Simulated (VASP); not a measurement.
All values below come from PBE GGA, VASP's PBE PAW potentials (set 64) (plane waves; VASP 6.6.1).

The input files of a VASP run:

POSCAR:
```
PtC
1.0
  0.0000000000   2.3591743538   2.3591743538
  2.3591743538   0.0000000000   2.3591743538
  2.3591743538   2.3591743538   0.0000000000
Pt C
1 1
Cart
  0.0000000000   0.0000000000   0.0000000000
  1.1795871769   1.1795871769   1.1795871769
```

INCAR:
```
SIGMA = 0.1   # width (eV)
NELM = 100
ALGO = Normal   # blocked Davidson
LREAL = F
LCHARG = F
NSW = 60   # most ionic steps
EDIFFG = -0.01
IBRION = 2
ENCUT = 520
LWAVE = F
GGA = PE
ISMEAR = 1   # Methfessel-Paxton
LMAXMIX = 6   # l cut-off of mixed one-centre charges
ISIF = 3   # ions, shape and volume
PREC = Accurate
LASPH = T   # aspherical one-centre terms
SYSTEM = PtC
EDIFF = 1E-6   # SCF stop (eV)
```

File KPOINTS:
```
kpoints
0
Gamma
 12 12 12
0 0 0
```

POTCAR, in this order: Pt C (PBE.64 set). Program: vasp_std.

What VASP printed:

**OSZICAR**
```
       N       E                     dE             d eps       ncg     rms          rms(c)
DAV:   1     0.557977490417E+02    0.55798E+02   -0.72174E+03  1648   0.117E+03
DAV:   2    -0.134881186655E+02   -0.69286E+02   -0.64408E+02  1771   0.225E+02
DAV:   3    -0.157163982251E+02   -0.22283E+01   -0.21980E+01  1846   0.411E+01
DAV:   4    -0.157338743464E+02   -0.17476E-01   -0.17466E-01  1777   0.422E+00
DAV:   5    -0.157340548483E+02   -0.18050E-03   -0.18049E-03  1833   0.421E-01    0.217E+01
DAV:   6    -0.138517156476E+02    0.18823E+01   -0.16148E+01  1925   0.352E+01    0.883E+00
DAV:   7    -0.135658052115E+02    0.28591E+00   -0.17073E+00  1683   0.133E+01    0.574E+00
DAV:   8    -0.135478646889E+02    0.17941E-01   -0.96080E-02  1758   0.260E+00    0.125E+00
DAV:   9    -0.135429598781E+02    0.49048E-02   -0.13867E-02  1822   0.109E+00    0.201E-01
DAV:  10    -0.135429712323E+02   -0.11354E-04   -0.17080E-03  1758   0.345E-01    0.390E-02
DAV:  11    -0.135429831562E+02   -0.11924E-04   -0.32419E-05  1819   0.564E-02    0.169E-02
DAV:  12    -0.135429809846E+02    0.21716E-05   -0.35183E-06  1794   0.156E-02    0.460E-03
DAV:  13    -0.135429810105E+02   -0.25906E-07   -0.99684E-07  1149   0.909E-03
   1 F= -.13542981E+02 E0= -.13543144E+02  d E =-.135430E+02
```

### OUTCAR
```
------------------------ aborting loop because EDIFF is reached ----------------------------------------
  FORCE on cell =-STRESS in cart. coord.  units (eV):
  Direction    XX          YY          ZZ          XY          YZ          ZX
  --------------------------------------------------------------------------------------
  Total        0.0042233      0.0042233      0.0042233     -0.0000000      0.0000000      0.0000000
  in kB        0.2576660      0.2576660      0.2576660     -0.0000000      0.0000000      0.0000000
  external PRESSURE =       0.2576660 kB  Pullay stress =       0.0000000 kB
  volume of cell :       26.26
      direct lattice vectors                 reciprocal lattice vectors
     0.000000000  2.359174354  2.359174354    -0.211938554  0.211938554  0.211938554
     2.359174354  0.000000000  2.359174354     0.211938554 -0.211938554  0.211938554
     2.359174354  2.359174354  0.000000000     0.211938554  0.211938554 -0.211938554
 POSITION                                       TOTAL-FORCE (eV/Angst)
 -----------------------------------------------------------------------------------
      0.00000      0.00000      0.00000         0.000000      0.000000     -0.000000
      1.17959      1.17959      1.17959        -0.000000     -0.000000      0.000000
 -----------------------------------------------------------------------------------
    total drift:                                0.000000      0.000000      0.000000
  FREE ENERGIE OF THE ION-ELECTRON SYSTEM (eV)
  ---------------------------------------------------
  free  energy   TOTEN  =       -13.5429810105 eV

  energy  without entropy=      -13.5434699365  energy(sigma->0) =      -13.54314399

 reached required accuracy - stopping structural energy minimisation
```
(Selected blocks of OUTCAR.)

The structure was generated: PtC was put into the zinc blende type (F-43m), which need not be its known phase. It was relaxed first, which changed the volume by -10 %. The start is the result of an earlier pass.
